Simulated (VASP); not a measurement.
These are PBE GGA, VASP's PBE PAW potentials (set 64) (plane waves; VASP 6.6.1) values and carry that method's errors.

VASP input:

File POSCAR:
```
Al35CN35
1
    4.6932676572    -8.1289780179     0.0000000000
    4.6932676572     8.1289780179     0.0000000000
    0.0000000000     0.0000000000    10.0192026156
Al N C
35 35 1
Direct
  0.2274730000   0.1142820000   0.2532250000
  0.1111110000   0.2222220000   0.0000000000
  0.2219280000   0.1117920000   0.7514590000
  0.1143860000   0.2294560000   0.4991290000
  0.2222220000   0.4444440000   0.2500000000
  0.1111110000   0.5555560000   0.0000000000
  0.2222220000   0.4444440000   0.7500000000
  0.1111110000   0.5555560000   0.5000000000
  0.2222220000   0.7777780000   0.2500000000
  0.1111110000   0.8888890000   0.0000000000
  0.2222220000   0.7777780000   0.7500000000
  0.1111110000   0.8888890000   0.5000000000
  0.5527290000   0.1044810000   0.2542650000
  0.4444440000   0.2222220000   0.0000000000
  0.5566760000   0.1102680000   0.7516070000
  0.5583200000   0.4414740000   0.2481470000
  0.4444440000   0.5555560000   0.0000000000
  0.5604870000   0.4454080000   0.7528440000
  0.4484380000   0.5538770000   0.5006150000
  0.5555560000   0.7777780000   0.2500000000
  0.4444440000   0.8888890000   0.0000000000
  0.5555560000   0.7777780000   0.7500000000
  0.4444440000   0.8888890000   0.5000000000
  0.8888890000   0.1111110000   0.2500000000
  0.7777780000   0.2222220000   0.0000000000
  0.8888890000   0.1111110000   0.7500000000
  0.7779470000   0.2277650000   0.4952450000
  0.8888890000   0.4444440000   0.2500000000
  0.7777780000   0.5555560000   0.0000000000
  0.8888890000   0.4444440000   0.7500000000
  0.7795520000   0.5624690000   0.4974060000
  0.8888890000   0.7777780000   0.2500000000
  0.7777780000   0.8888890000   0.0000000000
  0.8888890000   0.7777780000   0.7500000000
  0.7777780000   0.8888890000   0.5000000000
  0.2230440000   0.1109280000   0.4393470000
  0.1111110000   0.2222220000   0.1910000000
  0.2222220000   0.1111110000   0.9410000000
  0.1111110000   0.2222220000   0.6910000000
  0.2222220000   0.4444440000   0.4410000000
  0.1111110000   0.5555560000   0.1910000000
  0.2222220000   0.4444440000   0.9410000000
  0.1111110000   0.5555560000   0.6910000000
  0.2222220000   0.7777780000   0.4410000000
  0.1111110000   0.8888890000   0.1910000000
  0.2222220000   0.7777780000   0.9410000000
  0.1111110000   0.8888890000   0.6910000000
  0.5510320000   0.1084210000   0.4385060000
  0.4366900000   0.2201450000   0.1866450000
  0.5555560000   0.1111110000   0.9410000000
  0.4390370000   0.2194200000   0.6880330000
  0.4444440000   0.5555560000   0.1910000000
  0.5555560000   0.4444440000   0.9410000000
  0.4444440000   0.5555560000   0.6910000000
  0.5555560000   0.7777780000   0.4410000000
  0.4444440000   0.8888890000   0.1910000000
  0.5555560000   0.7777780000   0.9410000000
  0.4444440000   0.8888890000   0.6910000000
  0.8888890000   0.1111110000   0.4410000000
  0.7777780000   0.2222220000   0.1910000000
  0.8888890000   0.1111110000   0.9410000000
  0.7777780000   0.2222220000   0.6910000000
  0.8888890000   0.4444440000   0.4410000000
  0.7777780000   0.5555560000   0.1910000000
  0.8888890000   0.4444440000   0.9410000000
  0.7777780000   0.5555560000   0.6910000000
  0.8888890000   0.7777780000   0.4410000000
  0.7777780000   0.8888890000   0.1910000000
  0.8888890000   0.7777780000   0.9410000000
  0.7777780000   0.8888890000   0.6910000000
  0.5521080000   0.4450580000   0.4387550000
```

**KPOINTS**
```
Regular mesh
0
gamma
1 1 1
```

INCAR:
```
# general
SYSTEM  = Al35CN35
PREC    = Normal
ENCUT   = 400
LREAL   = Auto
LASPH   = .TRUE.
ISYM    = 0
NELECT  = 286.0

# electronic loop
EDIFF   = 1E-5
NELM    = 100
NELMIN  = 4
ALGO    = Fast

# smearing
ISMEAR  = 0
SIGMA   = 0.05

# functional
GGA     = PE

# spin
ISPIN   = 2
MAGMOM  = 71*0.0282
NUPDOWN = 2

# ions
IBRION  = 2
NSW     = 70
ISIF    = 2
EDIFFG  = -0.03

# output
LWAVE   = .TRUE.
LCHARG  = .FALSE.
LORBIT  = 10
```

POTCAR, in this order: Al N C (PBE.64 set). Program: vasp_gam.

What VASP printed:

### OSZICAR
```
...
RMM:   5    -0.504134172812E+03    0.25094E-05   -0.58849E-04   741   0.476E-02    0.361E-02
RMM:   6    -0.504134174606E+03   -0.17946E-05   -0.15751E-04   681   0.229E-02    0.261E-02
RMM:   7    -0.504134173159E+03    0.14471E-05   -0.36505E-05   508   0.120E-02
  12 F= -.50413417E+03 E0= -.50413417E+03  d E =-.119773E-01  mag=     2.0000
       N       E                     dE             d eps       ncg     rms          rms(c)
DAV:   1    -0.504134389186E+03   -0.21458E-03   -0.19913E-01   768   0.105E+00    0.718E-02
RMM:   2    -0.504134610883E+03   -0.22170E-03   -0.31851E-03   720   0.121E-01    0.403E-02
RMM:   3    -0.504134615389E+03   -0.45062E-05   -0.46030E-04   727   0.433E-02    0.277E-02
RMM:   4    -0.504134600299E+03    0.15090E-04   -0.13203E-04   689   0.228E-02    0.186E-02
RMM:   5    -0.504134599466E+03    0.83333E-06   -0.31305E-05   492   0.110E-02
  13 F= -.50413460E+03 E0= -.50413460E+03  d E =-.124036E-01  mag=     2.0000
       N       E                     dE             d eps       ncg     rms          rms(c)
DAV:   1    -0.504139063562E+03   -0.44633E-02   -0.40412E+00   728   0.456E+00    0.290E-01
RMM:   2    -0.504143408013E+03   -0.43445E-02   -0.58568E-02   720   0.494E-01    0.159E-01
RMM:   3    -0.504143506737E+03   -0.98724E-04   -0.87790E-03   727   0.178E-01    0.107E-01
RMM:   4    -0.504143211537E+03    0.29520E-03   -0.20843E-03   720   0.923E-02    0.556E-02
RMM:   5    -0.504143260934E+03   -0.49398E-04   -0.54270E-04   760   0.430E-02    0.283E-02
RMM:   6    -0.504143268288E+03   -0.73537E-05   -0.93201E-05   610   0.181E-02
  14 F= -.50414327E+03 E0= -.50414327E+03  d E =-.866882E-02  mag=     2.0000
       N       E                     dE             d eps       ncg     rms          rms(c)
DAV:   1    -0.504143430534E+03   -0.16960E-03   -0.55348E-01   736   0.169E+00    0.109E-01
RMM:   2    -0.504144035411E+03   -0.60488E-03   -0.81066E-03   720   0.184E-01    0.605E-02
RMM:   3    -0.504144050832E+03   -0.15421E-04   -0.12236E-03   727   0.668E-02    0.422E-02
RMM:   4    -0.504144011085E+03    0.39746E-04   -0.28248E-04   720   0.342E-02    0.247E-02
RMM:   5    -0.504144016682E+03   -0.55962E-05   -0.77547E-05   589   0.167E-02
  15 F= -.50414402E+03 E0= -.50414402E+03  d E =-.941722E-02  mag=     2.0000
       N       E                     dE             d eps       ncg     rms          rms(c)
DAV:   1    -0.504145968029E+03   -0.19569E-02   -0.44574E+00   728   0.451E+00    0.317E-01
RMM:   2    -0.504150639370E+03   -0.46713E-02   -0.63136E-02   720   0.486E-01    0.181E-01
RMM:   3    -0.504150821076E+03   -0.18171E-03   -0.92248E-03   725   0.175E-01    0.122E-01
RMM:   4    -0.504150475519E+03    0.34556E-03   -0.25371E-03   723   0.924E-02    0.793E-02
RMM:   5    -0.504150457057E+03    0.18462E-04   -0.65827E-04   744   0.465E-02    0.360E-02
RMM:   6    -0.504150473322E+03   -0.16266E-04   -0.14761E-04   668   0.217E-02    0.298E-02
RMM:   7    -0.504150469300E+03    0.40226E-05   -0.36348E-05   500   0.108E-02
  16 F= -.50415047E+03 E0= -.50415047E+03  d E =-.645262E-02  mag=     2.0000
       N       E                     dE             d eps       ncg     rms          rms(c)
DAV:   1    -0.504150484195E+03   -0.10873E-04   -0.95845E-02   824   0.662E-01    0.502E-02
RMM:   2    -0.504150581736E+03   -0.97541E-04   -0.13918E-03   720   0.724E-02    0.299E-02
RMM:   3    -0.504150588391E+03   -0.66546E-05   -0.20725E-04   663   0.264E-02    0.202E-02
RMM:   4    -0.504150580256E+03    0.81347E-05   -0.56707E-05   554   0.139E-02
  17 F= -.50415058E+03 E0= -.50415058E+03  d E =-.656357E-02  mag=     2.0000
       N       E                     dE             d eps       ncg     rms          rms(c)
DAV:   1    -0.504151601172E+03   -0.10128E-02   -0.28064E+00   728   0.356E+00    0.253E-01
RMM:   2    -0.504154658043E+03   -0.30569E-02   -0.40937E-02   720   0.395E-01    0.147E-01
RMM:   3    -0.504154817381E+03   -0.15934E-03   -0.60933E-03   727   0.141E-01    0.102E-01
RMM:   4    -0.504154582949E+03    0.23443E-03   -0.14879E-03   723   0.726E-02    0.653E-02
RMM:   5    -0.504154569480E+03    0.13469E-04   -0.40946E-04   726   0.376E-02    0.291E-02
RMM:   6    -0.504154580507E+03   -0.11027E-04   -0.10283E-04   622   0.176E-02    0.245E-02
RMM:   7    -0.504154577497E+03    0.30101E-05   -0.24275E-05   475   0.853E-03
  18 F= -.50415458E+03 E0= -.50415458E+03  d E =-.399724E-02  mag=     2.0000
       N       E                     dE             d eps       ncg     rms          rms(c)
DAV:   1    -0.504154584491E+03   -0.39832E-05   -0.34145E-02   832   0.395E-01    0.306E-02
RMM:   2    -0.504154621305E+03   -0.36814E-04   -0.51960E-04   720   0.451E-02    0.187E-02
RMM:   3    -0.504154624368E+03   -0.30637E-05   -0.78899E-05   529   0.162E-02    0.130E-02
RMM:   4    -0.504154621082E+03    0.32860E-05   -0.18530E-05   461   0.825E-03
  19 F= -.50415462E+03 E0= -.50415462E+03  d E =-.404083E-02  mag=     2.0000
       N       E                     dE             d eps       ncg     rms          rms(c)
DAV:   1    -0.504155162551E+03   -0.53818E-03   -0.94514E-01   728   0.223E+00    0.150E-01
RMM:   2    -0.504156132991E+03   -0.97044E-03   -0.14120E-02   720   0.246E-01    0.839E-02
RMM:   3    -0.504156125698E+03    0.72926E-05   -0.19911E-03   725   0.878E-02    0.566E-02
RMM:   4    -0.504156052843E+03    0.72855E-04   -0.53838E-04   721   0.457E-02    0.356E-02
RMM:   5    -0.504156060043E+03   -0.71995E-05   -0.13143E-04   673   0.218E-02    0.157E-02
RMM:   6    -0.504156062796E+03   -0.27537E-05   -0.29821E-05   476   0.975E-03
  20 F= -.50415606E+03 E0= -.50415606E+03  d E =-.144171E-02  mag=     2.0000
       N       E                     dE             d eps       ncg     rms          rms(c)
DAV:   1    -0.504156063995E+03   -0.39526E-05   -0.37173E-03   848   0.140E-01    0.125E-02
RMM:   2    -0.504156067922E+03   -0.39272E-05   -0.55464E-05   526   0.154E-02    0.675E-03
RMM:   3    -0.504156067795E+03    0.12782E-06   -0.71252E-06   426   0.529E-03    0.390E-03
RMM:   4    -0.504156067594E+03    0.20018E-06   -0.15437E-06   333   0.253E-03
  21 F= -.50415607E+03 E0= -.50415607E+03  d E =-.144651E-02  mag=     2.0000
       N       E                     dE             d eps       ncg     rms          rms(c)
DAV:   1    -0.504156399620E+03   -0.33183E-03   -0.38908E-01   736   0.145E+00    0.971E-02
RMM:   2    -0.504156841952E+03   -0.44233E-03   -0.61030E-03   720   0.166E-01    0.541E-02
RMM:   3    -0.504156839781E+03    0.21710E-05   -0.83666E-04   725   0.588E-02    0.365E-02
RMM:   4    -0.504156807664E+03    0.32117E-04   -0.23237E-04   721   0.310E-02    0.198E-02
RMM:   5    -0.504156814100E+03   -0.64359E-05   -0.53736E-05   543   0.145E-02
  22 F= -.50415681E+03 E0= -.50415681E+03  d E =-.746506E-03  mag=     2.0000
       N       E                     dE             d eps       ncg     rms          rms(c)
DAV:   1    -0.504156815180E+03   -0.75158E-05   -0.13402E-03   800   0.850E-02    0.963E-03
RMM:   2    -0.504156816097E+03   -0.91652E-06   -0.19589E-05   442   0.924E-03    0.507E-03
RMM:   3    -0.504156816176E+03   -0.79328E-07   -0.22195E-06   385   0.318E-03    0.342E-03
RMM:   4    -0.504156816044E+03    0.13184E-06   -0.40512E-07   169   0.161E-03
  23 F= -.50415682E+03 E0= -.50415682E+03  d E =-.748450E-03  mag=     2.0000
       N       E                     dE             d eps       ncg     rms          rms(c)
DAV:   1    -0.504157021526E+03   -0.20535E-03   -0.15411E-01   736   0.928E-01    0.614E-02
RMM:   2    -0.504157186688E+03   -0.16516E-03   -0.23351E-03   720   0.101E-01    0.329E-02
RMM:   3    -0.504157185008E+03    0.16798E-05   -0.32417E-04   725   0.364E-02    0.218E-02
RMM:   4    -0.504157172609E+03    0.12398E-04   -0.85446E-05   655   0.189E-02    0.109E-02
RMM:   5    -0.504157174462E+03   -0.18528E-05   -0.18169E-05   463   0.855E-03
  24 F= -.50415717E+03 E0= -.50415717E+03  d E =-.358418E-03  mag=     2.0000
```

**OUTCAR**
```
------------------------ aborting loop because EDIFF is reached ----------------------------------------
  FORCE on cell =-STRESS in cart. coord.  units (eV):
  Direction    XX          YY          ZZ          XY          YZ          ZX
  --------------------------------------------------------------------------------------
  Total       14.2759192     15.8587558      8.2460442     -1.2026709      0.6226802      1.1077069
  in kB       29.9185289     33.2357335     17.2815151     -2.5204782      1.3049721      2.3214589
  external PRESSURE =      26.8119258 kB  Pullay stress =       0.0000000 kB
  volume of cell :      764.49
      direct lattice vectors                 reciprocal lattice vectors
     4.693267657 -8.128978018  0.000000000     0.106535582 -0.061508347  0.000000000
     4.693267657  8.128978018  0.000000000     0.106535582  0.061508347  0.000000000
     0.000000000  0.000000000 10.019202616     0.000000000  0.000000000  0.099808342
  FREE ENERGIE OF THE ION-ELECTRON SYSTEM (eV)
  ---------------------------------------------------
  free  energy   TOTEN  =      -504.1571744621 eV

  energy  without entropy=     -504.1571744617  energy(sigma->0) =     -504.15717446

 total charge

# of ion       s       p       d       tot
------------------------------------------
    1        0.363   0.435   0.000   0.798
    2        0.366   0.446   0.000   0.813
    3        0.365   0.449   0.000   0.814
    4        0.368   0.447   0.000   0.815
    5        0.364   0.437   0.000   0.800
    6        0.364   0.438   0.000   0.803
    7        0.365   0.443   0.000   0.808
    8        0.369   0.448   0.000   0.817
    9        0.364   0.440   0.000   0.804
   10        0.366   0.446   0.000   0.812
   11        0.364   0.439   0.000   0.803
   12        0.369   0.447   0.000   0.815
   13        0.363   0.435   0.000   0.798
   14        0.348   0.417   0.000   0.764
   15        0.365   0.449   0.000   0.814
   16        0.373   0.442   0.000   0.814
   17        0.366   0.446   0.000   0.813
   18        0.362   0.441   0.000   0.803
   19        0.379   0.447   0.000   0.827
   20        0.363   0.434   0.000   0.797
   21        0.366   0.446   0.000   0.812
   22        0.365   0.441   0.000   0.806
   23        0.369   0.447   0.000   0.815
   24        0.363   0.435   0.000   0.798
   25        0.366   0.446   0.000   0.812
   26        0.364   0.438   0.000   0.802
   27        0.368   0.447   0.000   0.815
   28        0.364   0.437   0.000   0.801
   29        0.366   0.447   0.000   0.813
   30        0.365   0.443   0.000   0.808
   31        0.379   0.447   0.000   0.827
   32        0.363   0.434   0.000   0.797
   33        0.363   0.436   0.000   0.799
   34        0.365   0.441   0.000   0.806
   35        0.362   0.432   0.000   0.794
   36        1.252   2.514   0.000   3.766
   37        1.229   2.598   0.000   3.827
   38        1.233   2.608   0.000   3.842
   39        1.229   2.597   0.000   3.826
   40        1.231   2.602   0.000   3.833
   41        1.229   2.597   0.000   3.826
   42        1.229   2.599   0.000   3.828
   43        1.229   2.599   0.000   3.828
   44        1.230   2.599   0.000   3.829
   45        1.230   2.599   0.000   3.828
   46        1.229   2.594   0.000   3.822
   47        1.229   2.598   0.000   3.828
   48        1.252   2.514   0.000   3.766
   49        1.229   2.579   0.000   3.809
   50        1.233   2.608   0.000   3.842
   51        1.239   2.601   0.000   3.840
   52        1.231   2.597   0.000   3.828
   53        1.233   2.604   0.000   3.837
   54        1.231   2.602   0.000   3.834
   55        1.234   2.577   0.000   3.812
   56        1.230   2.599   0.000   3.828
   57        1.230   2.604   0.000   3.833
   58        1.229   2.598   0.000   3.828
   59        1.234   2.582   0.000   3.816
   60        1.229   2.598   0.000   3.827
   61        1.229   2.601   0.000   3.830
   62        1.229   2.597   0.000   3.826
   63        1.231   2.602   0.000   3.833
   64        1.231   2.597   0.000   3.828
   65        1.229   2.599   0.000   3.828
   66        1.231   2.603   0.000   3.834
   67        1.234   2.577   0.000   3.812
   68        1.228   2.588   0.000   3.816
   69        1.230   2.604   0.000   3.833
   70        1.229   2.596   0.000   3.825
   71        0.880   1.538   0.000   2.418
--------------------------------------------------
tot         56.791 107.709   0.000 164.500

 magnetization (x)

# of ion       s       p       d       tot
------------------------------------------
    1       -0.001  -0.001   0.000  -0.002
    2        0.000  -0.000   0.000   0.000
    3       -0.000   0.000   0.000   0.000
    4       -0.001  -0.002   0.000  -0.003
    5       -0.000   0.000   0.000   0.000
    6       -0.000   0.000   0.000  -0.000
    7       -0.000  -0.000   0.000  -0.000
    8       -0.000   0.000   0.000  -0.000
    9        0.000   0.000   0.000   0.000
   10        0.000   0.000   0.000   0.000
...
```
(Selected blocks of OUTCAR.)

File CONTCAR:
```
Al35CN35
   1.00000000000000
     4.6932676571999998   -8.1289780178999997    0.0000000000000000
     4.6932676571999998    8.1289780178999997    0.0000000000000000
     0.0000000000000000    0.0000000000000000   10.0192026155999994
  Al              N               C
    35    35     1
Direct
     0.2248552326417635    0.1123844726640709    0.2473633148109256
     0.1098812420587923    0.2221053890641130    0.0005871456490201
     0.2236940663914479    0.1127216645538026    0.7502439862902208
     0.1141686607020905    0.2233112698451679    0.4994178148578420
     0.2231219859339279    0.4449125859977153    0.2504288790275572
     0.1114176871652010    0.5562717953280181    0.0006131436011690
     0.2217837713845178    0.4446544983463467    0.7505271944698804
     0.1117596206214862    0.5568775155088622    0.5005783515355261
     0.2224252228633605    0.7782899048003469    0.2501379163730766
     0.1101261129403189    0.8888246269633951    0.0006743568631909
     0.2232217747294638    0.7798482583477196    0.7494147833303106
     0.1136853701413558    0.8917725113315887    0.4994442254238929
     0.5542109144020866    0.1124575335476683    0.2474240203902585
     0.4442214579567842    0.2218620843634164    0.9804307736792411
     0.5556905222720669    0.1128021818412057    0.7502989469426081
     0.5523020664259620    0.4380753536966877    0.2424138087529842
     0.4449340251474227    0.5573058746880073    0.9985114224672146
     0.5554621593581471    0.4443680818726006    0.7480560023108348
     0.4410975285028834    0.5524424393735605    0.5036844720338753
     0.5541501822287151    0.7760345197022620    0.2513948289670955
     0.4453006448239746    0.8889148240089387    0.0006774914294215
     0.5556887105229181    0.7794861221852657    0.7497685153451079
     0.4447069530261764    0.8918298027457054    0.4994857093201491
     0.8894061267929473    0.1121736529356616    0.2521304510100569
     0.7788629718568794    0.2221484445618724    0.0006323689178396
     0.8893213613147756    0.1120215785393585    0.7486414730593937
     0.7758241144601790    0.2233265449047539    0.4994416499538172
     0.8883760723261016    0.4449898272347936    0.2504778714615640
     0.7788665848074935    0.5572620708296026    0.9985815754937173
     0.8894520255849868    0.4446945289858588    0.7505777256564239
     0.7778780088337688    0.5523769132405693    0.5037403458723392
     0.8884156888431879    0.7759887821602789    0.2514285118970176
     0.7781139170928341    0.8896595432503358    0.0005171601267112
     0.8903092099394210    0.7794364181714606    0.7497915087544966
     0.7773636552355689    0.8881410847785411    0.4987552411864822
     0.1986557287469261    0.0997046364609379    0.4315859953527825
     0.1103730167272946    0.2240765549444180    0.1901319698849195
     0.2133687850929122    0.1072137576071217    0.9429146374580520
     0.1111941405473284    0.2235360743408867    0.6910036280779719
     0.2198736728740377    0.4456859281633289    0.4419535447061385
     0.1112513580016918    0.5559341327793083    0.1914852032534879
     0.2211834459027997    0.4446179374564158    0.9409764814509523
     0.1117685876180029    0.5569510279121740    0.6919937424663595
     0.2222552031792042    0.7778649395073601    0.4416122745210218
     0.1097605754045302    0.8861953492713994    0.1901564267806196
     0.2224246338731088    0.7782559322792750    0.9406284205192614
     0.1115221483184735    0.8895789856502407    0.6908582701529976
     0.5678082976925055    0.0997937400354356    0.4316771345409574
     0.4423901632677506    0.2181700387918853    0.1778421674786482
     0.5604896904305251    0.1073024094292347    0.9429490888682072
     0.4447139921043167    0.2228085954713606    0.7317155765978220
     0.4424923275457684    0.5565082055930642    0.1874794151838204
     0.5597019069321352    0.4528601083342637    0.9426367839692646
     0.4428176424191251    0.5578659856253730    0.6948284128806628
     0.5539994615332963    0.7757804220601997    0.4424882114446218
     0.4430271833337462    0.8862647070464234    0.1901737624793463
     0.5567568664641983    0.7794625056664837    0.9406507435797581
     0.4446257188556564    0.8896330527944304    0.6908665018971493
     0.8892362936495356    0.1118175653804359    0.4427229520608121
     0.7803588117105746    0.2241307034373325    0.1901796541935155
     0.8888547131896753    0.1111128830261602    0.9403093365766998
     0.7790436154891940    0.2235899052905200    0.6910466251308391
     0.8924902655838609    0.4457439414808872    0.4419847822014815
     0.7805573657959344    0.5564876874044040    0.1875007371270078
     0.8900137256759801    0.4446707999848051    0.9410329242655137
     0.7815821159150407    0.5578607636815363    0.6948475745127294
     0.8883086461656249    0.7757246550616089    0.4425127612829688
     0.7777872433109908    0.8890154144621593    0.1925064376925381
     0.8892251880959932    0.7794016765967618    0.9406745039018758
     0.7780002229374587    0.8894146461080832    0.6908256048198547
     0.5573935962857975    0.4482156304947257    0.4351827254281511
```

At this cut-off the stress carries a Pulay error, which pulls relaxed volumes low. The cell is charged, with a uniform compensating background. The supercell is sampled at Γ alone, which is coarse: total energies, pressure and levels can be off, energies of defects by several tenths of an eV.

The cell is a supercell with a defect, built from AlN (wurtzite): C_N-vac_Al, charge -2.
